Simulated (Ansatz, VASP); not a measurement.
# SrTiO3 (Tausonite) in two plane-wave programs, part 2 of 2

Wanted: the spread between two codes on one cell, functional and k mesh. The cell is a member of a volume series, scaled by 0.985 from a relaxed one, so a pressure remains. Other levels of theory on this material are compared in a session of their own.

VASP 6.6.1 and Ansatz 0.2.0.

So far. Step 3 (Ansatz: single point, PBE, volume scaled by 0.985): The run ends at a pressure of 2.02 GPa.

**6. Ansatz: single point, PBEsol with D4, volume scaled by 0.985**

Level of this step: Ansatz beside VASP: Kohn-Sham DFT, plane waves, PBEsol with D4 (Ansatz).

A single point gives forces, pressure and levels at one fixed geometry, so differences don't come from the geometry; what else differs is listed under the comparison. The cell compared in this pair holds 57.73 Å³, against 60.30 Å³ for the pair before.

The cell is a member of a volume series, scaled by 0.985 from a relaxed one, so a pressure remains.

The input, input.yaml:

```yaml
crystal:
  lattice:
    - [3.86480128, 0.0, 0.0]
    - [0.0, 3.86480128, 0.0]
    - [0.0, 0.0, 3.86480128]
  atoms:
    - { symbol: Sr, position: [0.5, 0.5, 0.5] }
    - { symbol: Ti, position: [0.0, 0.0, 0.0] }
    - { symbol: O, position: [0.0, 0.0, 0.5] }
    - { symbol: O, position: [0.0, 0.5, 0.0] }
    - { symbol: O, position: [0.5, 0.0, 0.0] }
hamiltonian:
  xc: pbesol
  pseudopotentials: { kind: paw }
  dispersion: d4
kpoints:
  mp_grid: { grid: [6, 6, 6] }
scf:
  occupations: { method: gaussian, width: 0.03 }
  n_extra_bands: 5
output:
  forces: true
  stress: true
  eigenvalues: true
```

The run is started by

```console
$ ansatz run input.yaml --threads 2 --pin off --max-ram 4608MiB --backend cpu --events-out ev --progress --plain --runs-dir out
```

Numbers of over 12 decimals in the logs are rounded to 6 here.

The program printed:

```text
[...]
Crystal: 5 atoms, lattice volume = 57.727 Å³
Basis set: ecut = 420 eV, 1141 PW (Γ), exchange–correlation on 54×54×54 points (8 copies of the dense FFT grid, shifted against one another)
Bands: 25, of which v1, the nominal top of the filled ones, is band 20 counted from 1 (19 counted from 0)
Symmetry: 48 space group operations
[...]
k-points: 20 of 216
[...]
k-point 0: bands = [... 16 lower, 9.0529, 9.9691, 9.9691, 9.9691, 12.1827, 12.1827, 12.1827, 14.8950, ... 1 higher]
  k-point 1: bands = [... 16 lower, 8.8031, 9.1746, 9.8122, 9.8122, 12.2280, 12.8019, 12.8019, 14.9090, ... 1 higher]
  k-point 2: bands = [... 16 lower, 8.1056, 8.3704, 9.6387, 9.6387, 12.3222, 13.8065, 13.8065, 14.9206, ... 1 higher]
  k-point 19: bands = [... 16 lower, 6.4433, 10.2958, 10.2958, 10.2958, 14.9925, 14.9925, 14.9925, 17.3148, ... 1 higher]
[key lines of the parts left out:]
SCF converged after 6 iterations
Free energy (F): -7657.810887 eV
Fermi energy:    11.239232 eV
P = ⅓ Tr σ = 2.1573 GPa (21.573 kbar)
```

Wall time 2.4 s (2 threads of Arm Neoverse N1, shared host); peak memory 0.32 GiB; 4.4 s of CPU time.

The run ends at a pressure of 2.16 GPa.

**7. VASP: single point, PBEsol with D4, volume scaled by 0.985**

The same cell, functional, mesh and smearing now go to VASP, with its own data sets and cutoff.

The input asks for a relaxation, which ended at its first step since no free force or stress exceeded the threshold; so it serves as a single point.

The input, INCAR:

```
SYSTEM = SrTiO3
PREC = Accurate
ENCUT = 520
EDIFF = 1E-06
NELM = 100
ISMEAR = 0
SIGMA = 0.03
LREAL = .FALSE.
ALGO = Normal
GGA = PS
IVDW = 13
NBANDS = 26
LASPH = .TRUE.
LORBIT = 11
LWAVE = .FALSE.
LCHARG = .FALSE.
KPAR = 16
IBRION = 2
NSW = 30
ISIF = 4
EDIFFG = -0.01
```

The input, POSCAR:

```
SrTiO3
1.0
    3.8648012805      0.0000000000      0.0000000000
    0.0000000000      3.8648012805      0.0000000000
    0.0000000000      0.0000000000      3.8648012805
Sr Ti O
1 1 3
Direct
    0.5000000000      0.5000000000      0.5000000000
    0.0000000000      0.0000000000      0.0000000000
    0.0000000000      0.0000000000      0.5000000000
    0.0000000000      0.5000000000      0.0000000000
    0.5000000000      0.0000000000      0.0000000000
```

The input, KPOINTS:

```
Automatic mesh
0
Gamma
6 6 6
0 0 0
```

Potentials, in the order of the species: Sr_sv, Ti_sv and O (PBE family, release 64).

The run is started by

```console
$ mpirun -np 16 vasp_std
```

The program printed:

```text
[banner, memory and clock lines left out]
running   16 mpi-ranks, on    1 nodes
[...]
[... a notice as in an earlier step ...]

|                                                                             |
|               ----> ADVICE to this user running VASP <----                  |
|                                                                             |
|     You enforced a specific xc type in the INCAR file but a different       |
|     [... a line on the potential file left out ...]
|     I HOPE YOU KNOW WHAT YOU ARE DOING!                                     |
|                                                                             |

 LDA part: xc-table for (Slater+PW92), standard interpolation
 POSCAR, INCAR and KPOINTS ok, starting setup
[...]
entering main loop
       N       E                     dE             d eps       ncg     rms          rms(c)
DAV:   1     0.427672179337E+03    0.42767E+03   -0.21008E+04  1040   0.168E+03
DAV:   2    -0.822812882993E+01   -0.43590E+03   -0.42326E+03  1216   0.464E+02
DAV:   3    -0.491170571626E+02   -0.40889E+02   -0.40636E+02  1198   0.142E+02
DAV:   4    -0.514713248825E+02   -0.23543E+01   -0.23510E+01  1792   0.292E+01
[...]
DAV:  15    -0.419937330526E+02    0.30495E-05   -0.61629E-05  1410   0.718E-02    0.187E-02
DAV:  16    -0.419937315945E+02    0.14581E-05   -0.90823E-06  1236   0.387E-02    0.263E-03
DAV:  17    -0.419937315970E+02   -0.25234E-08   -0.60262E-07   804   0.782E-03
   1 F= -.42576209E+02 E0= -.42576209E+02  d E =-.425762E+02
[...]
reached required accuracy - stopping structural energy minimisation
```

OUTCAR, selected parts (step 7):

```text
  Edisp (eV):   -0.58248

  Total       1.04048     1.04048     1.04048     0.00000    -0.00000     0.00000
  in kB      28.87777    28.87777    28.87777     0.00000    -0.00000     0.00000
  external pressure =       28.88 kB  Pullay stress =        0.00 kB

 POSITION                                       TOTAL-FORCE (eV/Angst)
 -----------------------------------------------------------------------------------
      1.93240      1.93240      1.93240         0.000000      0.000000      0.000000
      0.00000      0.00000      0.00000         0.000000      0.000000      0.000000
      0.00000      0.00000      1.93240         0.000000      0.000000      0.000000
      0.00000      1.93240      0.00000         0.000000      0.000000      0.000000
      1.93240      0.00000      0.00000         0.000000      0.000000      0.000000
 -----------------------------------------------------------------------------------
    total drift:                               -0.000000     -0.000000      0.000000

  FREE ENERGIE OF THE ION-ELECTRON SYSTEM (eV)
  ---------------------------------------------------
  free  energy   TOTEN  =       -42.5762086619 eV

  energy  without entropy=      -42.5762086619  energy(sigma->0) =      -42.57620866

[... 2 parts as in an earlier step ...]

[... 2 further parts left out ...]
[key lines of the parts left out:]
E-fermi :   4.5804
```

**8. Differences**

What differs besides the data sets and the points named for the pairs above, as far as they apply: Ansatz makes its cores anew for this functional, VASP keeps those of its PBE data sets. Total energies have different zeros and are not compared.

Compared:

```
                                        quantity  Ansatz   VASP  difference
                                  pressure (GPa)    2.16   2.89       -0.73
pressure without Ansatz's Pulay correction (GPa)    1.50   2.89       -1.39
                          gap on the k mesh (eV)   1.887  1.853      +0.034
```

A gap on the mesh is an upper bound, since the band edges may lie between its points. Ansatz's pressure holds a Pulay correction of 0.65 GPa; VASP's holds none.

**9. Outcome**

```
difference in gap on the k mesh (single point, PBE, volume scaled by 0.985)            : 0.031 eV
difference in pressure (single point, PBE, volume scaled by 0.985)                     : -0.64 GPa
difference in gap on the k mesh (single point, PBEsol with D4, volume scaled by 0.985) : 0.034 eV
difference in pressure (single point, PBEsol with D4, volume scaled by 0.985)          : -0.73 GPa
```

In words: The difference in pressure is -0.73 GPa (single point, PBEsol with D4, volume scaled by 0.985), within the 1 GPa picked in this series as the mark of a large difference. For single point, PBE, volume scaled by 0.985, no further run moves any of the tabulated differences by more than a quarter of its size. 14 further runs of this series are not shown here. Such differences can come from data sets, numerical settings and the points named under the comparisons, not from the functional's error against experiment.

[Lines on the potential files, build, host, timing and source positions are cut from VASP's logs without a mark.]

[Logs are printed without paths, hosts, clocks, repeated set-up lines and the standing remarks that a program may print on its own settings, such as how far it seeks lower states.]

[Hosts, paths, dates, database ids (printed as entryN), source tags and the programs' standing remarks are cut or masked in the printed files.]
